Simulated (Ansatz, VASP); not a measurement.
## Cd3SbP: VASP beside Ansatz

INCAR

```
SYSTEM = Cd3SbP
ALGO = Normal ; EDIFF = 1E-6
ENCUT = 520 ; GGA = PE
ISIF = 2 ; ISMEAR = 0
LASPH = .TRUE. ; LCHARG = .TRUE.
LELF = .TRUE. ; LREAL = .FALSE.
LVHAR = .TRUE. ; LWAVE = .FALSE.
NBANDS = 31 ; NELM = 100
PREC = Accurate ; SIGMA = 0.05
```

KPOINTS

```
k-points
0
G
  4 4 4
  0 0 0
```

File POSCAR:

```
Cd3SbP
1.0
    6.2325017043      0.0000000000      0.0000000000
    0.0000000000      6.2325017043      0.0000000000
    0.0000000000      0.0000000000      6.2325017043
P Sb Cd
1 1 3
Direct
    0.0000000000      0.0000000000      0.0000000000
    0.5000000000      0.5000000000      0.5000000000
    0.5000000000      0.5000000000      0.0000000000
    0.5000000000      0.0000000000      0.5000000000
    0.0000000000      0.5000000000      0.5000000000
```

Input for Ansatz:

```yaml
crystal:
  lattice:
    - [6.2325017043, 0.0, 0.0]
    - [0.0, 6.2325017043, 0.0]
    - [0.0, 0.0, 6.2325017043]
  atoms:
    - { symbol: P, position: [0.0, 0.0, 0.0] }
    - { symbol: Sb, position: [0.5, 0.5, 0.5] }
    - { symbol: Cd, position: [0.5, 0.5, 0.0] }
    - { symbol: Cd, position: [0.5, 0.0, 0.5] }
    - { symbol: Cd, position: [0.0, 0.5, 0.5] }
basis:
  ecutwfc: 420
kpoints:
  mp_grid: { grid: [4, 4, 4] }
hamiltonian:
  xc: pbe
scf:
  occupations: { method: gaussian, width: 0.05 }
output:
  forces: true
  stress: true
  eigenvalues: true
```

The cell comes from a database or a generator and needn't be the stable form of this composition.

Alike in both runs: task single point; functional PBE; k mesh 4 × 4 × 4; occupations gaussian, width 0.05 eV; no spin polarisation.

|  | VASP | Ansatz |
| --- | --- | --- |
| version | VASP 6.6.1 | Ansatz 0.2.0 |
| potentials or method | VASP PAW PBE potentials, release 64 (P, Sb, Cd) | scalar-relativistic, plane waves, PAW |
| plane-wave cutoff (eV) | 520 | 420 |
| valence electrons in the cell | 46 | 80 |

```tsv
	VASP	Ansatz	Ansatz less VASP
gap on the k mesh at the Fermi level (eV)	none	none	-
pressure (GPa)	-3.8	-3.8	-0.02
```

A gap of «none» marks a metal or a gap that the smearing closes. The two sets of potentials don't hold the same shells in valence.

The runs have no spin-orbit coupling, so splittings on Sb are missing.
